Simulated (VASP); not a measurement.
Input:

```xyz
2
Lattice="0.0000 3.4967 3.4967 3.4967 0.0000 3.4967 3.4967 3.4967 0.0000" Properties=species:S:1:pos:R:3 pbc="T T T"
Ba     3.4967     3.4967     6.9933
Te     3.4967     3.4967     3.4967
```

Method: PBE GGA with D3 dispersion (Becke-Johnson damping), VASP's PBE PAW potentials (set 64) (plane waves; VASP). Run with 520 eV cut-off, 7×7×7 Γ-centred mesh, tetrahedra with Blöchl corrections, potentials Ba_sv Te.

Problem. What does the run give for the energy per atom (σ→0)?

Solution. 
```yaml
energy per atom (σ→0): -4.621 eV/atom
```

Only differences to runs with the same potentials and settings are physical.

The compound is BaTe in the rock salt structure. It was relaxed first.
